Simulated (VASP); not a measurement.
# Al4B3P (P3m1) in VASP: notebook

The runs below take Al4B3P through density of states, with PBE.

All numbers are computed with VASP 6.6.1; they aren't measurements. Logs are shortened: lines on timing, memory, paths and dates and some standing lists are left out, and cuts for length are marked.

## Step 1: The structure

The structure is trigonal, space group P3m1 (No. 156). Conventional cell: a = 3.102 Å, b = 3.102 Å, c = 11.653 Å, α = 90.00°, β = 90.00°, γ = 120.00°. Al (site symmetry 3m) is surrounded by 3 B at 2.21 Å. Around Al (site symmetry 3m) lie 3 B at 2.19 Å. Around Al (site symmetry 3m) lie 6 B at 2.37 to 2.39 Å. Al (site symmetry 3m) has 3 P at 2.49 Å and 3 Al at 2.79 Å as nearest neighbours. B (site symmetry 3m) has 6 Al at 2.19 to 2.21 Å as nearest neighbours. B (site symmetry 3m) has 3 B at 1.79 Å as nearest neighbours. B (site symmetry 3m) is surrounded by 3 B at 1.79 Å. P (site symmetry 3m) has 6 Al at 2.49 to 2.58 Å as nearest neighbours.

The cell was built by a generator and needn't be a form met in nature.

## Step 2: Density of states, PBE

POSCAR reads:

```
Al4B3P                                  
1.0
    3.1020533336      0.0000000000     -0.0000000000
   -1.5510266718      2.6864569977      0.0000000000
    0.0000000000     -0.0000000000     11.6528490874
  Al              B               P             
     4     3     1
Direct
     0.0000000000000000    0.0000000000000000    0.2741497285508362
     0.6666666699999979    0.3333333300000021    0.4921804219001908
     0.0000000000000000    0.0000000000000000    0.9826493606866841
     0.3333333300000021    0.6666666699999979    0.7996000241839025
     0.3333333300000021    0.6666666699999979    0.3847069854219270
     0.3333333300000021    0.6666666699999979    0.1153876489394782
     0.6666666699999979    0.3333333300000021    0.1189423296533596
     0.0000000000000000    0.0000000000000000    0.6516155606636189
```

INCAR.step1 reads:

```
PREC = Accurate
ENCUT = 520
EDIFF = 1E-6
ISMEAR = 0
SIGMA = 0.1
LREAL = F
LASPH = T
NELM = 80
ALGO = Normal
ISIF = 2
LWAVE = F
LCHARG = T
GGA = PE
KPAR = 8
```

KPOINTS.step1 reads:

```
regular mesh
0
Gamma
  12 12 4
```

INCAR.step2 reads:

```
PREC = Accurate
ENCUT = 520
EDIFF = 1E-6
ISMEAR = -5
SIGMA = 0.1
LREAL = F
LASPH = T
NELM = 80
ALGO = Normal
ISIF = 2
LWAVE = F
LCHARG = F
GGA = PE
LORBIT = 10
KPAR = 8
NEDOS = 2001
ICHARG = 11
```

KPOINTS.step2 reads:

```
regular mesh
0
Gamma
  18 18 6
```

Potentials or basis: VASP PAW PBE potentials, release 64 (Al, B, P).

On the command line:

```sh
$ cat potpaw_PBE.64/Al/POTCAR potpaw_PBE.64/B/POTCAR potpaw_PBE.64/P/POTCAR > POTCAR
$ cp INCAR.step1 INCAR
$ cp KPOINTS.step1 KPOINTS
$ mpirun -np 8 vasp_std > vasp.out
$ cp INCAR.step2 INCAR
$ cp KPOINTS.step2 KPOINTS
$ mpirun -np 8 vasp_std > vasp.out
```

OUTCAR:

```text
PREC = Accurate
   ENCUT = 520
   EDIFF = 1E-6
   ISMEAR = -5
   LREAL = F
   LASPH = T
   NELM = 80
   ISIF = 2
   GGA = PE
   LORBIT = 10
   ICHARG = 11

 ion  position               nearest neighbor table
   1  0.000  0.000  0.274-   5 2.21   5 2.21   5 2.21   7 2.55   7 2.55   7 2.55   6 2.57   6 2.57
                             6 2.57   2 3.11   2 3.11   2 3.11
   2  0.667  0.333  0.492-   5 2.19   5 2.19   5 2.19   8 2.58   8 2.58   8 2.58   1 3.11   1 3.11
                             1 3.11
   3  0.000  0.000  0.983-   6 2.37   6 2.37   6 2.37   7 2.39   7 2.39   7 2.39   4 2.79   4 2.79
                             4 2.79
   4  0.333  0.667  0.800-   8 2.49   8 2.49   8 2.49   3 2.79   3 2.79   3 2.79
   5  0.333  0.667  0.385-   2 2.19   2 2.19   2 2.19   1 2.21   1 2.21   1 2.21
   6  0.333  0.667  0.115-   7 1.79   7 1.79   7 1.79   3 2.37   3 2.37   3 2.37   1 2.57   1 2.57
                             1 2.57
   7  0.667  0.333  0.119-   6 1.79   6 1.79   6 1.79   3 2.39   3 2.39   3 2.39   1 2.55   1 2.55
                             1 2.55
   8  0.000  0.000  0.652-   4 2.49   4 2.49   4 2.49   2 2.58   2 2.58   2 2.58

  LATTYP: Found a hexagonal cell.
 ALAT       =     3.1020533336
 C/A-ratio  =     3.7564954030

  Lattice vectors:

 A1 = (   3.1020533336,   0.0000000000,   0.0000000000)
 A2 = (  -1.5510266718,   2.6864569977,   0.0000000000)
 A3 = (   0.0000000000,   0.0000000000,  11.6528490874)

Analysis of symmetry for initial positions (statically):
=====================================================================
 Subroutine PRICEL returns:
 Original cell was already a primitive cell.

 Routine SETGRP: Setting up the symmetry group for a
 hexagonal supercell.

 Subroutine GETGRP returns: Found  6 space group operations
 (whereof  6 operations were pure point group operations)
 out of a pool of 24 trial point group operations.

The static configuration has the point symmetry C_3v.

Analysis of symmetry for dynamics (positions and initial velocities):
=====================================================================
 Subroutine PRICEL returns:
 Original cell was already a primitive cell.

 Routine SETGRP: Setting up the symmetry group for a
 hexagonal supercell.

 Subroutine GETGRP returns: Found  6 space group operations
 (whereof  6 operations were pure point group operations)
 out of a pool of 24 trial point group operations.

The dynamic configuration has the point symmetry C_3v.

 Subroutine INISYM returns: Found  6 space group operations
 (whereof  6 operations are pure point group operations),
 and found     1 'primitive' translations

----------------------------------------------------------------------------------------

                                     Primitive cell

  volume of cell :      97.1094

  direct lattice vectors                    reciprocal lattice vectors
     3.102053334  0.000000000  0.000000000     0.322367120  0.186118744  0.000000000
    -1.551026672  2.686456998  0.000000000     0.000000000  0.372237486  0.000000000
     0.000000000  0.000000000 11.652849087     0.000000000  0.000000000  0.085815923

  length of vectors
     3.102053334  3.102053342 11.652849087     0.372237487  0.372237486  0.085815923

  position of ions in fractional coordinates (direct lattice)
     0.000000000  0.000000000  0.274149729
     0.666666670  0.333333330  0.492180422
     0.000000000  0.000000000  0.982649361
     0.333333330  0.666666670  0.799600024
     0.333333330  0.666666670  0.384706985
     0.333333330  0.666666670  0.115387649
     0.666666670  0.333333330  0.118942330
     0.000000000  0.000000000  0.651615561

  ion indices of the primitive-cell ions
   primitive index   ion index
                 1           1
                 2           2
                 3           3
                 4           4
                 5           5
                 6           6
                 7           7
                 8           8

----------------------------------------------------------------------------------------

[... 58 lines left out ...]
      3      -3.1381      2.00000
      4      -0.5227      2.00000
      5      -0.2173      2.00000
      6       3.8185      2.00000
[... 10 lines left out ...]
     17      12.6211      0.00000
     18      14.8505      0.00000

 k-point     3 :       0.1111    0.0000    0.0000
  band No.  band energies     occupation
      1      -5.4413      2.00000
      2      -5.1276      2.00000
      3      -2.9655      2.00000
      4      -0.3480      2.00000
      5      -0.0405      2.00000
      6       3.9800      2.00000
[... 10 lines left out ...]
     17      13.3132      0.00000
     18      13.6528      0.00000

 k-point     4 :       0.1667    0.0000    0.0000
  band No.  band energies     occupation
      1      -5.1695      2.00000
      2      -4.8520      2.00000
      3      -2.6790      2.00000
      4      -0.0581      2.00000
      5       0.2528      2.00000
      6       4.2463      2.00000
[... 375 lines left out ...]
      4       1.6116      2.00000
      5       1.8625      2.00000
      6       1.9811      2.00000
[... 10 lines left out ...]
     17      11.2712      0.00000
     18      12.1025      0.00000

 k-point    23 :       0.3333    0.1111    0.0000
  band No.  band energies     occupation
      1      -2.8992      2.00000
      2      -2.6534      2.00000
      3      -0.2990      2.00000
      4       0.7811      2.00000
      5       2.0987      2.00000
      6       2.5979      2.00000
[... 10 lines left out ...]
     17      10.9053      0.00000
     18      11.6705      0.00000

 k-point    24 :       0.3889    0.1111    0.0000
  band No.  band energies     occupation
      1      -2.1992      2.00000
      2      -2.0305      2.00000
      3      -0.2489      2.00000
      4       0.4402      2.00000
      5       1.5943      2.00000
      6       2.5927      2.00000
[... 10 lines left out ...]
     17      10.6443      0.00000
     18      11.2036      0.00000

 [... further k-points ...]

------------------------ aborting loop because EDIFF is reached ----------------------------------------

  FORCE on cell =-STRESS in cart. coord.  units (eV):
  Direction    XX          YY          ZZ          XY          YZ          ZX
  --------------------------------------------------------------------------------------
  -------------------------------------------------------------------------------------
  Total        0.0925442      0.0925442      0.0346350     -0.0000000      0.0000000      0.0000000
  in kB        1.5268581      1.5268581      0.5714327     -0.0000000      0.0000000      0.0000000
  external PRESSURE =       1.2083830 kB  Pullay stress =       0.0000000 kB

 VOLUME and BASIS-vectors are now :
 -----------------------------------------------------------------------------
  energy-cutoff  :      520.00
  volume of cell :       97.11
      direct lattice vectors                 reciprocal lattice vectors
     3.102053334  0.000000000  0.000000000     0.322367120  0.186118744  0.000000000
    -1.551026672  2.686456998  0.000000000     0.000000000  0.372237486  0.000000000
     0.000000000  0.000000000 11.652849087     0.000000000  0.000000000  0.085815923

 POSITION                                       TOTAL-FORCE (eV/Angst)
 -----------------------------------------------------------------------------------
      0.00000      0.00000      3.19463        -0.000000      0.000000      0.059002
      1.55103      0.89549      5.73530        -0.000000      0.000000      0.006004
      0.00000      0.00000     11.45066        -0.000000      0.000000      0.061884
     -0.00000      1.79097      9.31762        -0.000000      0.000000     -0.143487
     -0.00000      1.79097      4.48293        -0.000000     -0.000000      0.016315
     -0.00000      1.79097      1.34459         0.000000     -0.000000     -0.011701
      1.55103      0.89549      1.38602        -0.000000      0.000000      0.000363
      0.00000      0.00000      7.59318        -0.000000      0.000000      0.011621
 -----------------------------------------------------------------------------------
    total drift:                                0.000021     -0.000012      0.000381

  FREE ENERGIE OF THE ION-ELECTRON SYSTEM (eV)
  ---------------------------------------------------
  free  energy   TOTEN  =       -39.4139527979 eV

  energy  without entropy=      -39.4139527979  energy(sigma->0) =      -39.41395280

 total charge

# of ion       s       p       d       tot
------------------------------------------
    1        0.377   0.343   0.000   0.720
    2        0.399   0.368   0.000   0.767
    3        0.402   0.335   0.000   0.736
    4        0.417   0.338   0.000   0.755
    5        0.745   1.138   0.000   1.884
    6        0.669   1.223   0.000   1.892
    7        0.658   1.249   0.000   1.907
    8        1.072   1.438   0.000   2.510
--------------------------------------------------
tot          4.738   6.432   0.000  11.170
```

It took 31 s on 8 MPI ranks of AMD EPYC 9R45 (Zen 5), shared host; peak memory 0.43 GiB.

Results:

```
Valence electrons inside the program's atomic spheres : Al 0.72, 0.77, 0.74, 0.76; B 1.88, 1.89, 1.91; P 2.51
```

Levels at points of the mesh, in eV from the Fermi level:
```csv
k point,band 9,band 10,band 11,band 12,band 13,band 14,band 15,band 16,band 17,band 18
"(0.00, 0.00, 0.00)",-0.86,2.07,2.07,2.12,2.44,2.44,4.06,4.06,4.06,7.08
"(0.50, 0.00, 0.00)",-3.66,-3.58,-3.26,-0.50,-0.45,-0.13,0.29,0.88,2.18,2.33
"(0.00, 0.00, 0.50)",-0.86,0.56,2.07,2.07,2.44,2.44,4.06,4.06,6.46,6.99
"(0.50, 0.00, 0.50)",-3.66,-2.62,-2.26,-1.93,-0.99,-0.50,0.31,1.64,2.34,3.49
```

States per cell in windows of 1 eV (zero at the Fermi level; states under -8 eV left out):
```csv
from (eV),total,P8_p,B5_p,B6_p,B7_p,Al4_p,Al3_p
-8.0,1.62,0.04,0.02,0.09,0.08,0.01,0.02
-7.0,2.13,0.14,0.05,0.11,0.10,0.02,0.03
-6.0,2.40,0.17,0.08,0.13,0.12,0.03,0.03
-5.0,2.70,0.19,0.11,0.18,0.17,0.05,0.05
-4.0,2.62,0.17,0.14,0.22,0.22,0.04,0.04
-3.0,2.67,0.19,0.19,0.14,0.17,0.05,0.04
-2.0,2.75,0.23,0.25,0.13,0.16,0.06,0.04
-1.0,2.61,0.27,0.26,0.08,0.06,0.05,0.04
0.0,2.07,0.19,0.24,0.06,0.03,0.05,0.03
1.0,2.48,0.17,0.20,0.07,0.05,0.07,0.05
2.0,2.31,0.07,0.10,0.08,0.06,0.06,0.06
3.0,1.91,0.04,0.04,0.11,0.09,0.05,0.05
4.0,0.82,0.02,0.01,0.06,0.05,0.03,0.03
5.0,0.29,0.01,0.01,0.02,0.02,0.01,0.01
6.0,0.06,0.00,0.00,0.00,0.00,0.00,0.00
7.0,0.00,0.00,0.00,0.00,0.00,0.00,0.00
```

Caveat: tetrahedron occupations give inexact forces and stress in metals.

## Step 3: Density of states, PBE

This run uses another cell than the first one, of 12.81 Å³/atom, 1.055 times its volume.

POSCAR reads:

```
Al4B3P                                  
1.0
    3.5088328531      0.0000000000      0.0000000000
   -1.7544164265      3.0387383871      0.0000000000
    0.0000000000      0.0000000000      9.6116440098
  Al              B               P             
     4     3     1
Direct
     0.6666666699999979    0.3333333300000021    0.3354578386521823
     0.6666666699999979    0.3333333300000021    0.8739319486683428
     0.3333333300000021    0.6666666699999979    0.6645421613478177
     0.3333333300000021    0.6666666699999979    0.1260680513316572
     0.0000000000000000    0.0000000000000000    0.0000000000000000
     0.0000000000000000    0.0000000000000000    0.8194412652707612
     0.0000000000000000    0.0000000000000000    0.1805587347292388
     0.0000000000000000    0.0000000000000000    0.5000000000000000
```

INCAR.step1 is that of step 2.

KPOINTS.step1 reads:

```
regular mesh
0
Gamma
  10 10 4
```

INCAR.step2 is that of step 2.

KPOINTS.step2 reads:

```
regular mesh
0
Gamma
  15 15 6
```

Potentials or basis: VASP PAW PBE potentials, release 64 (Al, B, P).

On the command line:

```sh
$ cat potpaw_PBE.64/Al/POTCAR potpaw_PBE.64/B/POTCAR potpaw_PBE.64/P/POTCAR > POTCAR
$ cp INCAR.step1 INCAR
$ cp KPOINTS.step1 KPOINTS
$ mpirun -np 8 vasp_std > vasp.out
$ cp INCAR.step2 INCAR
$ cp KPOINTS.step2 KPOINTS
$ mpirun -np 8 vasp_std > vasp.out
```

Run time: 25 s. Hardware: 8 MPI ranks of AMD EPYC 9R45 (Zen 5), shared host; peak memory 0.36 GiB.

Results (log left out):

- Valence electrons inside the program's atomic spheres: Al 0.70, 0.82; B 1.90, 1.92; P 2.52

Levels at points of the mesh, in eV from the Fermi level:
```tsv
k point	band 10	band 11	band 12	band 13	band 14	band 15	band 16	band 17
(0.00, 0.00, 0.00)	-0.23	0.29	0.29	0.96	2.97	3.43	3.43	3.73
(0.00, 0.00, 0.50)	-0.47	0.64	0.64	1.62	3.34	3.34	3.40	3.68
```

States per cell in windows of 0.5 eV (zero at the Fermi level; states under -8 eV left out):
```
from (eV)  total  P8_p  B6_p  B7_p  B5_p  Al1_s  Al3_s
     -8.0   0.69  0.01  0.03  0.03  0.04   0.02   0.02
     -7.5   0.73  0.02  0.04  0.04  0.03   0.02   0.02
     -7.0   0.80  0.03  0.04  0.04  0.03   0.03   0.03
     -6.5   1.23  0.05  0.06  0.06  0.07   0.04   0.04
     -6.0   1.31  0.07  0.06  0.06  0.07   0.04   0.04
     -5.5   1.27  0.07  0.06  0.06  0.07   0.02   0.02
     -5.0   1.30  0.09  0.07  0.07  0.07   0.01   0.01
     -4.5   1.35  0.08  0.08  0.08  0.08   0.01   0.01
     -4.0   1.46  0.08  0.09  0.09  0.11   0.02   0.02
     -3.5   1.50  0.10  0.09  0.09  0.10   0.02   0.02
     -3.0   1.42  0.11  0.09  0.09  0.09   0.01   0.01
     -2.5   1.53  0.13  0.11  0.11  0.07   0.01   0.01
     -2.0   1.16  0.12  0.08  0.08  0.03   0.01   0.01
     -1.5   1.38  0.17  0.09  0.09  0.05   0.01   0.01
     -1.0   1.54  0.19  0.10  0.10  0.06   0.02   0.02
     -0.5   0.93  0.12  0.05  0.05  0.04   0.01   0.01
      0.0   0.84  0.09  0.04  0.04  0.04   0.02   0.02
      0.5   0.94  0.03  0.03  0.03  0.05   0.03   0.03
      1.0   1.02  0.03  0.04  0.04  0.05   0.03   0.03
      1.5   1.19  0.04  0.05  0.05  0.06   0.03   0.03
      2.0   1.29  0.04  0.05  0.05  0.06   0.03   0.03
      2.5   1.60  0.05  0.07  0.07  0.06   0.04   0.04
      3.0   1.74  0.05  0.07  0.07  0.06   0.03   0.03
      3.5   1.07  0.04  0.04  0.04  0.04   0.02   0.02
      4.0   0.25  0.01  0.01  0.01  0.01   0.01   0.01
      4.5   0.07  0.00  0.00  0.00  0.00   0.00   0.00
      5.0   0.00  0.00  0.00  0.00  0.00   0.00   0.00
      5.5   0.00  0.00  0.00  0.00  0.00   0.00   0.00
```

Caveat: tetrahedron occupations give inexact forces and stress in metals.

## Step 4: Density of states, PBE

This run uses another cell than the first one: it holds 16 atoms, not 8.

POSCAR reads:

```
Al4B3P                                  
1.0
    3.0393200266      0.0000000000     -0.0000000000
   -1.5196600133      2.6321283457     -0.0000000000
   -0.0000000000      0.0000000000     23.8130724428
  Al              B               P             
     8     6     2
Direct
     0.6666666699999979    0.3333333300000021    0.3602495540788159
     0.0000000000000000    0.0000000000000000    0.7923771240154693
     0.0000000000000000    0.0000000000000000    0.2076228759845306
     0.0000000000000000    0.0000000000000000    0.9306340185581333
     0.0000000000000000    0.0000000000000000    0.0693659814418666
     0.3333333300000021    0.6666666699999979    0.6397504459211841
     0.3333333300000021    0.6666666699999979    0.4535611153561722
     0.6666666699999979    0.3333333300000021    0.5464388846438277
     0.6666666699999979    0.3333333300000021    0.8629888475521964
     0.3333333300000021    0.6666666699999979    0.8603960892610693
     0.3333333300000021    0.6666666699999979    0.1370111524478035
     0.6666666699999979    0.3333333300000021    0.1396039107389237
     0.3333333300000021    0.6666666699999979    0.9993510150849582
     0.6666666699999979    0.3333333300000021    0.0006489849150418
     0.3333333300000021    0.6666666699999979    0.2817994687080304
     0.6666666699999979    0.3333333300000021    0.7182005312919696
```

INCAR.step1 is that of step 3.

KPOINTS.step1 reads:

```
regular mesh
0
Gamma
  12 12 2
```

INCAR.step2 is that of step 3.

KPOINTS.step2 reads:

```
regular mesh
0
Gamma
  18 18 3
```

On the command line:

```sh
$ cat potpaw_PBE.64/Al/POTCAR potpaw_PBE.64/B/POTCAR potpaw_PBE.64/P/POTCAR > POTCAR
$ cp INCAR.step1 INCAR
$ cp KPOINTS.step1 KPOINTS
$ mpirun -np 8 vasp_std > vasp.out
$ cp INCAR.step2 INCAR
$ cp KPOINTS.step2 KPOINTS
$ mpirun -np 8 vasp_std > vasp.out
```

Wall time 83 s (8 MPI ranks of AMD EPYC 9R45 (Zen 5), shared host); peak memory 0.63 GiB.

It converged, with:

- Valence electrons inside the program's atomic spheres: Al 0.75, 0.73, 0.69, 0.76; B 1.97; P 2.50

Levels at points of the mesh, in eV from the Fermi level:
```csv
k point,band 24,band 25,band 26,band 27,band 28,band 29
"(0.00, 0.00, 0.00)",2.42,2.42,2.42,2.42,3.50,3.50
"(0.50, 0.00, 0.00)",-1.89,-1.63,-1.21,-0.36,-0.19,-0.19
```

States per cell in windows of 1 eV (zero at the Fermi level; states under -8 eV left out):
| from (eV) | total | P15_p | P16_p | B13_p | B14_p | B9_p | B11_p |
| --- | --- | --- | --- | --- | --- | --- | --- |
| -8.0 | 3.38 | 0.07 | 0.07 | 0.09 | 0.09 | 0.09 | 0.09 |
| -7.0 | 4.80 | 0.16 | 0.16 | 0.12 | 0.12 | 0.12 | 0.12 |
| -6.0 | 4.78 | 0.16 | 0.16 | 0.15 | 0.15 | 0.15 | 0.15 |
| -5.0 | 5.58 | 0.18 | 0.18 | 0.21 | 0.21 | 0.21 | 0.21 |
| -4.0 | 5.03 | 0.16 | 0.16 | 0.21 | 0.21 | 0.20 | 0.20 |
| -3.0 | 4.52 | 0.18 | 0.18 | 0.15 | 0.15 | 0.14 | 0.14 |
| -2.0 | 4.32 | 0.19 | 0.19 | 0.10 | 0.10 | 0.12 | 0.12 |
| -1.0 | 4.44 | 0.26 | 0.26 | 0.04 | 0.04 | 0.06 | 0.06 |
| 0.0 | 4.36 | 0.21 | 0.21 | 0.05 | 0.05 | 0.05 | 0.05 |
| 1.0 | 4.55 | 0.17 | 0.17 | 0.05 | 0.05 | 0.05 | 0.05 |
| 2.0 | 4.50 | 0.09 | 0.09 | 0.06 | 0.06 | 0.06 | 0.06 |
| 3.0 | 3.01 | 0.03 | 0.03 | 0.07 | 0.07 | 0.07 | 0.07 |
| 4.0 | 1.31 | 0.01 | 0.01 | 0.04 | 0.04 | 0.04 | 0.04 |
| 5.0 | 0.24 | 0.00 | 0.00 | 0.01 | 0.01 | 0.01 | 0.01 |
| 6.0 | 0.01 | 0.00 | 0.00 | 0.00 | 0.00 | 0.00 | 0.00 |

Caveat: tetrahedron occupations give inexact forces and stress in metals.
